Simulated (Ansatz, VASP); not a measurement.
## PtSe2 in two plane-wave programs

One calculation is typed for both programs; each brings its own data sets and cutoff. How far apart do they land? The cell is taken from a series of VASP runs on this material, whose earlier steps may have relaxed, scaled or displaced it; both programs get it as it stands.

Method: plane waves, with VASP 6.6.1 beside it; relaxation of cell and atoms at PBEsol with D3(BJ), in Ansatz 0.2.0.

**1. The structure**

Symmetry: P-3m1, No. 164, trigonal system. Conventional cell: a = 3.741 Å, b = 3.741 Å, c = 4.624 Å, α = 90.00°, β = 90.00°, γ = 120.00°. Nearest to Pt lie 6 Se at 2.50 Å. Nearest to Se lie 3 Pt at 2.50 Å. Farther neighbours and most contacts between anions are not listed.

Coordinates:

```xyz
3
Lattice="3.7410 0.0000 0.0000 -1.8705 3.2398 0.0000 0.0000 0.0000 4.6239" Properties=species:S:1:pos:R:3 pbc="T T T"
Pt    0.0000    0.0000    0.0000
Se    1.8705    1.0799    3.3645
Se    0.0000    2.1599    1.2594
```

**2. VASP: relaxation of cell and atoms, PBEsol with D3(BJ)**

The relaxed volume is the usual yardstick between codes: its relative difference is about their pressure difference at one cell divided by the bulk modulus.

Lines of VASP's logs that name or quote its potential files are left out, and so is its time.

INCAR reads:

```
SYSTEM = PtSe2
PREC = Accurate
ENCUT = 450
EDIFF = 1E-07
NELM = 100
ISMEAR = 0
SIGMA = 0.05
LREAL = .FALSE.
ALGO = Normal
GGA = PS
IVDW = 12
NBANDS = 17
LORBIT = 11
LWAVE = .FALSE.
LCHARG = .FALSE.
KPAR = 4
IBRION = 2
NSW = 50
ISIF = 3
EDIFFG = -0.002
```

POSCAR reads:

```
PtSe2
1.0
    3.7410049748      0.0000000000      0.0000000000
   -1.8705024874      3.2398053438      0.0000000000
    0.0000000000      0.0000000000      4.6238884767
Pt Se
1 2
Direct
    0.0000000000      0.0000000000      0.0000000000
    0.6666666667      0.3333333333      0.7276331845
    0.3333333333      0.6666666667      0.2723668155
```

KPOINTS reads:

```
Automatic mesh
0
Gamma
10 10 8
0 0 0
```

The projector-augmented-wave data sets are Pt and Se (PBE family, release 64).

Started as:

```bash
> mpirun -np 4 vasp_std
```

Numbers of over 12 decimals in the logs are rounded to 6 here.

The log of the run:

```text
[banner, memory and clock lines left out]
running    4 mpi-ranks, on    1 nodes
 distrk:  each k-point on    1 cores,    4 groups
 distr:  one band on    1 cores,    1 groups

 POSCAR found type information on POSCAR PtSe
 POSCAR found :  2 types and       3 ions
|                                                                             |
|               ----> ADVICE to this user running VASP <----                  |
|                                                                             |
|     You enforced a specific xc type in the INCAR file but a different       |
|     [... a line on the potential file left out ...]
|     I HOPE YOU KNOW WHAT YOU ARE DOING!                                     |
|                                                                             |

 LDA part: xc-table for (Slater+PW92), standard interpolation
 POSCAR, INCAR and KPOINTS ok, starting setup
 FFT: planning ... GRIDC
 FFT: planning ... GRID_SOFT
 FFT: planning ... GRID
 WAVECAR not read
 entering main loop
       N       E                     dE             d eps       ncg     rms          rms(c)
DAV:   1     0.995126409329E+02    0.99513E+02   -0.94556E+03  3244   0.102E+03
DAV:   2    -0.124845688035E+02   -0.11200E+03   -0.10860E+03  3992   0.209E+02
DAV:   3    -0.166221526248E+02   -0.41376E+01   -0.40868E+01  3851   0.411E+01
DAV:   4    -0.166488582490E+02   -0.26706E-01   -0.26698E-01  4030   0.361E+00
DAV:   5    -0.166491101002E+02   -0.25185E-03   -0.25184E-03  4057   0.334E-01    0.132E+01
DAV:   6    -0.160852496070E+02    0.56386E+00   -0.46458E+00  3272   0.191E+01    0.801E+00
DAV:   7    -0.158838150909E+02    0.20143E+00   -0.83801E-01  3254   0.915E+00    0.403E+00
DAV:   8    -0.158603878283E+02    0.23427E-01   -0.57601E-02  3562   0.166E+00    0.803E-01
DAV:   9    -0.158574268246E+02    0.29610E-02   -0.73789E-03  3515   0.816E-01    0.193E-01
DAV:  10    -0.158574199177E+02    0.69069E-05   -0.11782E-03  3679   0.214E-01    0.363E-02
DAV:  11    -0.158574193804E+02    0.53727E-06   -0.46886E-05  3907   0.462E-02    0.265E-02
DAV:  12    -0.158574191013E+02    0.27916E-06   -0.28267E-06  3817   0.105E-02    0.709E-03
DAV:  13    -0.158574188180E+02    0.28329E-06   -0.46721E-07  3802   0.476E-03    0.154E-03
DAV:  14    -0.158574187842E+02    0.33728E-07   -0.36494E-08  1790   0.136E-03
   1 F= -.17250746E+02 E0= -.17250336E+02  d E =-.172507E+02
 curvature:   0.00 expect dE= 0.000E+00 dE for cont linesearch  0.000E+00
 trial: gam= 0.00000 g(F)=  0.429E-07 g(S)=  0.297E-06 ort = 0.000E+00 (trialstep = 0.100E+01)
 search vector abs. value=  0.340E-06
 reached required accuracy - stopping structural energy minimisation
```

Parts of OUTCAR (step 2):

```text
ion  position               nearest neighbor table
   1  0.000  0.000  0.000-   2 2.50   3 2.50   3 2.50   2 2.50   2 2.50   3 2.50
   2  0.667  0.333  0.728-   1 2.50   1 2.50   1 2.50
   3  0.333  0.667  0.272-   1 2.50   1 2.50   1 2.50

  LATTYP: Found a hexagonal cell.
 ALAT       =     3.7410049748
 C/A-ratio  =     1.2360016915

 Subroutine GETGRP returns: Found 12 space group operations
 (whereof 12 operations were pure point group operations)

The static configuration has the point symmetry D_3d.

 Found     94 irreducible k-points:

   k-points           NKPTS =     94   k-points in BZ     NKDIM =     94   number of bands    NBANDS=     17

   dimension x,y,z NGX =    28 NGY =   28 NGZ =   32
   dimension x,y,z NGXF=    56 NGYF=   56 NGZF=   64

   ENCUT  =  450.0 eV  33.07 Ry    5.75 a.u.   6.47  6.47  8.00*2*pi/ulx,y,z

   NELECT =      22.0000    total number of electrons

 k-points in reciprocal lattice and weights: Automatic mesh
   0.00000000  0.00000000  0.00000000       0.001
   0.10000000  0.00000000  0.00000000       0.007
   0.20000000  0.00000000  0.00000000       0.007
   0.30000000  0.00000000  0.00000000       0.007
   0.40000000 -0.00000000  0.00000000       0.007
   0.50000000  0.00000000  0.00000000       0.004
   0.10000000  0.10000000  0.00000000       0.007
   0.20000000  0.10000000  0.00000000       0.015
   0.30000000  0.10000000  0.00000000       0.015
[...]
0.40000000  0.20000000  0.50000000       0.007
   0.30000000  0.30000000  0.50000000       0.007

 average (electrostatic) potential at core
       1 -67.5142       2 -51.8497       3 -51.8497

 E-fermi :   7.2783

 k-point     1 :       0.0000    0.0000    0.0000
  band No.  band energies     occupation
    ...
      6       3.4026      2.00000
      7       3.4026      2.00000
      8       4.8271      2.00000
      9       6.2959      2.00000
     10       6.2959      2.00000
     11       8.2319      0.00000
     12       8.2319      0.00000
     13       8.3151      0.00000
     14      10.3218      0.00000
     15      11.6378      0.00000
    ...

 k-point     2 :       0.1000    0.0000    0.0000
  band No.  band energies     occupation
    ...
      7       3.3226      2.00000
      8       4.5549      2.00000
      9       5.8153      2.00000
     10       6.0581      2.00000
     11       7.2481      1.60631
     12       8.4648      0.00000
     13       9.0725      0.00000
     14      10.9879      0.00000
     15      12.2770      0.00000
     16      14.1187      0.00000
    ...

 k-point     3 :       0.2000    0.0000    0.0000
  band No.  band energies     occupation
    ...
      7       3.1479      2.00000
      8       3.9585      2.00000
      9       5.2952      2.00000
     10       5.5140      2.00000
     11       6.3289      2.00000
     12       8.9855      0.00000
     13       9.2366      0.00000
     14      12.0586      0.00000
     15      13.0778      0.00000
     16      14.4411      0.00000
    ...

 Edisp (eV)   -1.39333

  Total       0.00281     0.00281     0.00164     0.00000     0.00000     0.00000
  in kB       0.08040     0.08040     0.04680     0.00000     0.00000     0.00000
  external pressure =        0.07 kB  Pullay stress =        0.00 kB

  energy-cutoff  :      450.00
  volume of cell :       56.04
      direct lattice vectors                 reciprocal lattice vectors
     3.741004975  0.000000000  0.000000000     0.267307851  0.154330260  0.000000000
    -1.870502487  3.239805344  0.000000000     0.000000000  0.308660519  0.000000000
     0.000000000  0.000000000  4.623888477     0.000000000  0.000000000  0.216268192

 POSITION                                       TOTAL-FORCE (eV/Angst)
 -----------------------------------------------------------------------------------
      0.00000      0.00000      0.00000         0.000000      0.000000      0.000000
      1.87050      1.07994      3.36449         0.000000      0.000000     -0.000667
     -0.00000      2.15987      1.25939        -0.000000     -0.000000      0.000667
 -----------------------------------------------------------------------------------
    total drift:                               -0.000000     -0.000000     -0.000000

  FREE ENERGIE OF THE ION-ELECTRON SYSTEM (eV)
  ---------------------------------------------------
  free  energy   TOTEN  =       -17.2507463981 eV

  energy  without entropy=      -17.2499263158  energy(sigma->0) =      -17.25033636

 reached required accuracy - stopping structural energy minimisation

 total charge
# of ion       s       p       d       tot
------------------------------------------
    1        0.686   0.706   8.061   9.453
    2        1.490   2.217   0.083   3.789
    3        1.490   2.217   0.083   3.789
--------------------------------------------------
tot          3.665   5.140   8.226  17.031

[... 3 further parts left out ...]
```

CONTCAR:

```
PtSe2
   1.00000000000000
     3.7410049748000000    0.0000000000000000    0.0000000000000000
    -1.8705024874000000    3.2398053438000001    0.0000000000000000
     0.0000000000000000    0.0000000000000000    4.6238884767000004
  Pt              Se
     1     2
Direct
     0.0000000000000000    0.0000000000000000    0.0000000000000000
     0.6666666667000030    0.3333333332999970    0.7276331845000001
     0.3333333332999970    0.6666666667000030    0.2723668154999999
```

**3. Ansatz: relaxation of cell and atoms, PBEsol with D3(BJ)**

Ansatz runs on its default PAW (the set named soft_2) files.

The same cell, functional, mesh and smearing now go to Ansatz, which takes its cutoff from its data sets.

input.yaml reads:

```yaml
crystal:
  lattice:
    - [3.7410049748, 0.0, 0.0]
    - [-1.8705024874, 3.2398053438, 0.0]
    - [0.0, 0.0, 4.6238884767]
  atoms:
    - { symbol: Pt, position: [0.0, 0.0, 0.0] }
    - { symbol: Se, position: [0.6666666667, 0.3333333333, 0.7276331845] }
    - { symbol: Se, position: [0.3333333333, 0.6666666667, 0.2723668155] }
hamiltonian:
  xc: pbesol
  pseudopotentials: { kind: paw }
  dispersion: d3bj
kpoints:
  mp_grid: { grid: [10, 10, 8] }
scf:
  occupations: { method: gaussian, width: 0.05 }
relax:
  f_tol: 0.01
  max_steps: 60
  cell: { stress_tol: 0.05 }
output:
  forces: true
  stress: true
```

Started as:

```bash
> ansatz run input.yaml --threads 4 --pin off --max-ram 9216MiB --backend cpu --events-out ev --progress --plain --runs-dir out
```

The log of the run:

```text
Engine: ansatz 0.2.0, x86_64-unknown-linux-gnu
Pseudopotentials: kind: paw
Pseudopotential: Pt, paw, valence charge 18, recommended cutoff 420 eV (normal), Pt.paw.azcp
Pseudopotential: Se, paw, valence charge 16, recommended cutoff 420 eV (normal), Se.paw.azcp
Functional definition: PBEsol
  exchange = pbesol_x
  correlation = pbesol_c
Crystal: 3 atoms, lattice volume = 56.042 Å³
Basis set: ecut = 420 eV, 1095 PW (Γ), exchange–correlation on 54×54×64 points (8 copies of the dense FFT grid, shifted against one another)
Bands: 30, of which v1, the nominal top of the filled ones, is band 25 counted from 1 (24 counted from 0)
Symmetry: 12 space group operations
Space group: P-3m1 (ITA 164), of the structure as read, at distance tolerance 3.8e-5 Å
k-points: 94 of 800
Non-local potential: Pt, projectors of the file, l = 0: 3, l = 1: 2, l = 2: 2, l = 3: 1
Non-local potential: Se, projectors of the file, l = 0: 2, l = 1: 2, l = 2: 3, l = 3: 1
PAW form: soft (Blöchl's): semilocal exchange-correlation on the pseudo side does not see the compensation charge
PAW frozen core: Pt, regenerated for the run's functional, and the local potential with it (the file was generated under x = pbe(κ = 0.804, μ = 0.219515), c = pbe(β = 0.066725))
PAW frozen core: Se, regenerated for the run's functional, and the local potential with it (the file was generated under x = pbe(κ = 0.804, μ = 0.219515), c = pbe(β = 0.066725))
PAW one-centre angular grid: Pt, 590 points (default); XC on 64 Gauss nodes
PAW one-centre angular grid: Se, 590 points (default); XC on 64 Gauss nodes
Initial density: superposition of atomic densities (neutral atoms: chi_scale 0, normalization atom), corrected by the library's trained network
Initial wavefunctions: pseudopotential atomic-orbital guess
Functional: x = pbesol(κ = 0.804, μ = 0.123457), c = pbesol(β = 0.046)
SCF iter   1: F=—  HF=-23234.826795 eV  |F-HF|=—  |Δ(HF+E_count)|=         —  Δρ=4.43e-3  dr2=1.19e-2  ethr=1.77e-3  ⟨swp⟩=5.8  Hψ=10988  notcnv=0
preconditioner: auto → LDOS  [metal: Δε(μ)=0.038 eV  Ē_g=10.311 eV  σ=0.050 eV  W_gap=0.38  n_scr=20 (ndim 8)  ℏωp=23.3 eV  f_vac=0.013  D(μ)=0.64/eV (n_scr^D=2)  β→1.0]
SCF iter   2: F=—  HF=-23234.827486 eV  |F-HF|=—  |Δ(HF+E_count)|=   6.91e-4  Δρ=3.23e-3  dr2=6.70e-3  ethr=2.39e-5  ⟨swp⟩=2.0  Hψ=6213  notcnv=0  defer=85
preconditioner: auto → Kerker (q_TF=auto, 2.677 Å⁻¹)  [metal: Δε(μ)=0.039 eV  Ē_g=10.327 eV  σ=0.050 eV  W_gap=0.38  n_scr=20 (ndim 8)  ℏωp=23.3 eV  f_vac=0.009  D(μ)=0.64/eV (n_scr^D=2)  β→0.5]
SCF iter   3: F=—  HF=-23234.824958 eV  |F-HF|=—  |Δ(HF+E_count)|=   2.53e-3  Δρ=6.72e-4  dr2=1.59e-4  ethr=1.34e-5  ⟨swp⟩=2.1  Hψ=5012  notcnv=0  defer=85
SCF iter   4: F=—  HF=-23234.825001 eV  |F-HF|=—  |Δ(HF+E_count)|=   4.39e-5  Δρ=1.55e-4  dr2=3.29e-5  ethr=3.19e-7  ⟨swp⟩=2.0  Hψ=3744  notcnv=0  defer=85
SCF iter   5: F=—  HF=-23234.824997 eV  |F-HF|=—  |Δ(HF+E_count)|=   4.46e-6  Δρ=9.94e-5  dr2=1.07e-5  ethr=6.58e-8  ⟨swp⟩=2.3  Hψ=4718  notcnv=0  defer=85
SCF iter   6: F=—  HF=-23234.824996 eV  |F-HF|=—  |Δ(HF+E_count)|=   8.85e-7  Δρ=2.99e-5  dr2=4.69e-7  ethr=2.15e-8  ⟨swp⟩=2.0  Hψ=3585  notcnv=0  defer=85
SCF iter   7: F=—  HF=-23234.824996 eV  |F-HF|=—  |Δ(HF+E_count)|=   7.96e-8  Δρ=1.41e-5  dr2=1.05e-7  ethr=2.00e-10  ⟨swp⟩=4.1  Hψ=10068  notcnv=0
SCF iter   8: F=-23234.824996 eV  HF=-23234.824996 eV  |F-HF|=1.15e-9  |Δ(HF+E_count)|=   7.17e-9  Δρ=3.16e-6  dr2=6.90e-9  ethr=2.00e-10  ⟨swp⟩=4.0  Hψ=8692  notcnv=0
SCF 1 converged in 8 iterations: F = -23234.824996 eV  dr2 = 6.90e-9
  greatest PAW one-centre occupation: 1.000 electrons in one spin orbital (limit 2), on the Pt atom at site 0 (counted from 0), in its partial waves of l = 0
relax step   1: F+E_penalty+E_count = -23234.82499608 eV  Δ(F+E_penalty+E_count) = +0.000e0 eV  max|allowed force component| = 1.788e-2 eV/Å  Δτ_max = 0.0000 Å  P = -0.114 GPa  Ω = 56.042 Å³  (8 SCF iters, dr2 threshold 1.00e-7 eV, accepted)
[...]
relax step   2: F+E_penalty+E_count = -23234.82501220 eV  Δ(F+E_penalty+E_count) = -1.612e-5 eV  max|allowed force component| = 1.566e-2 eV/Å  Δτ_max = 0.0024 Å  P = +0.069 GPa  Ω = 56.038 Å³  energy of the carried Pulay correction = +9.731e-7 eV  (5 SCF iters, dr2 threshold 5.07e-8 eV, accepted)
[...]
relax step   3: F+E_penalty+E_count = -23234.82503109 eV  Δ(F+E_penalty+E_count) = -1.889e-5 eV  max|allowed force component| = 1.625e-4 eV/Å  Δτ_max = 0.0012 Å  P = +0.007 GPa  Ω = 56.033 Å³  energy of the carried Pulay correction = +2.033e-6 eV  (5 SCF iters, dr2 threshold 1.53e-8 eV, accepted)
[...]
relax step   4: F+E_penalty+E_count = -23234.82502640 eV  Δ(F+E_penalty+E_count) = +4.686e-6 eV  max|allowed force component| = 1.781e-4 eV/Å  Δτ_max = 0.0000 Å  P = +0.007 GPa  Ω = 56.033 Å³  stress off target by 8.55e-3 GPa  SCF on the basis re-selected at this cell (its energy is not comparable with the rows above)  (5 SCF iters)
basis re-selected at this cell: Δ(F+E_penalty+E_count) = +4.686e-6 eV, ΔP = -0.000 GPa vs the last step (what re-selecting the basis moved, of the pressure what is left beyond the Pulay correction that the steps carried, after the strain that the cell walked since its last selection, with what the two solves' SCF thresholds leave and, on support functions, any second-order correction that the steps lacked; it is no measure of the basis error at this ecutwfc). The dense FFT grid was sized anew with the basis: this SCF ran on 25×25×32 points, the steps before it on 27×27×32, so part of this shift can come from that change (see relax.cell in the input reference). [rest of the remark cut]
SCF converged after 5 iterations
Free energy (F): -23234.825026 eV
Harris-Foulkes:  -23234.825026 eV  (|F-HF|=1.09e-11)
Internal energy: -23234.824228 eV  (E = F + TS)
E sigma→0 (E₀):  -23234.824627 eV
Entropy (-TS):   -0.000798 eV (-0.266 meV/atom)
Fermi energy:    14.639925 eV
--- Per-component energies (eV) ---
  E_band       = -892.763954
  E_kinetic    = 877.032453
  E_local      = -6207.122375  (includes V_loc(G=0)·N_el)
  E_nonlocal   = -980.267761
  E_hartree    = 2888.750866
  E_xc         = -468.524454
  E_vxc        = -500.680980  (∫ρ·V_xc dr)
  E_paw        = -13053.945156  (= ΣΔE_a)
  E_vpaw       = 140.774072  (= ΣTr[D̂ρ^β])
  E_aug_tail   = -0.001033  (compensation charges beyond the density's cutoff)
  E_ewald      = -6291.656706
  E_disp       = -1.393944  (pairwise vdW)
  E_core_change = 2.303882  (= ΣΔE_core)
  E_smearing   = -0.000798  (= −TS)
  E_closure    = 0.000000  (closes the sum)
  Σ components = -23234.825026   (vs F -23234.825026, Δ=0.00e0)
--- Forces (eV/Å), atoms counted from 1 ---
  atom   1  Pt     0.00000000    -0.00000000     0.00000000
  atom   2  Se     0.00000000    -0.00000000     0.00017813
  atom   3  Se    -0.00000000     0.00000000    -0.00017813
  max |Σ_I F_I| component: 5.78e-19 eV/Å
--- Stress (GPa, compression-positive) ---
        0.008547      -0.000000       0.000000
       -0.000000       0.008547       0.000000
       -0.000000       0.000000       0.004110
  P = ⅓ Tr σ = 0.0071 GPa (0.071 kbar)
--- Relaxed structure (3 steps of the walk, 3 accepted, 1 SCFs on fresh bases) ---
  F+E_penalty+E_count = -23234.82502640 eV   max|allowed force component| = 1.781e-4 eV/Å   (the final SCF, on the basis selected at the relaxed cell)
  cell:  # Å, volume = 56.0329 Å³
    - [3.739612, 0.0, 0.0]
    - [-1.869806, 3.238599, 0]
    - [0.0, 0, 4.626571]
  atoms:
    - { symbol: Pt, position: [0.0, 0.0, 0.0] }
    - { symbol: Se, position: [0.666667, 0.333333, 0.727882] }
    - { symbol: Se, position: [0.333333, 0.666667, 0.272118] }
```

Run time: 7.6 s. Hardware: 4 threads of AMD EPYC 9R45 (Zen 5), shared host; peak memory 0.61 GiB.

**4. Side by side**

Known differences besides the potentials themselves: both relaxations stop at a tolerance, which leaves soft axes loose, and VASP keeps its plane-wave basis; the data sets hold 50 valence electrons in Ansatz (default PAW (the set named soft_2) files) and 22 in VASP; the cutoff is 420 eV in Ansatz and 450 eV in VASP; Ansatz makes its cores anew for this functional, VASP keeps those of its PBE data sets; VASP leaves aspherical gradient terms in its spheres out (LASPH is not set), Ansatz keeps them; Ansatz adds a Pulay correction to the stress that steers its cell, VASP none. Total energies have different zeros and are not compared.

Compared:

| quantity | Ansatz | VASP | difference |
| --- | --- | --- | --- |
| volume (Å³) | 56.03 | 56.04 | -0.02 % |
| edge a after relaxation, in the typed setting (Å) | 3.740 | 3.741 | -0.04 % |
| edge c after relaxation, in the typed setting (Å) | 4.627 | 4.624 | +0.06 % |

The walks stopped with 0.01 GPa left in Ansatz and 0.01 GPa in VASP; each walk ends within a tolerance, so the volume difference is uncertain by about these residues over the bulk modulus, most in soft cells.

**5. Summary of results**

- difference in edge c after relaxation, in the typed setting (relaxation of cell and atoms, PBEsol with D3(BJ)): 0.058 %

**Reading.** The difference in edge c after relaxation, in the typed setting is 0.058 % (relaxation of cell and atoms, PBEsol with D3(BJ)), within the 1.2 % picked in this series as the mark of a large difference, as far as the stopping tolerances let one tell. How closely two codes agree says nothing of how well the functional describes the real material.

[Lines on the potential files, build, host, timing and source positions are cut from VASP's logs without a mark.]

[Logs are printed without paths, hosts, clocks, repeated set-up lines and the standing remarks that a program may print on its own settings, such as how far it seeks lower states.]

[Hosts, paths, dates, database ids (printed as entryN), source tags and the programs' standing remarks are cut or masked in the printed files.]
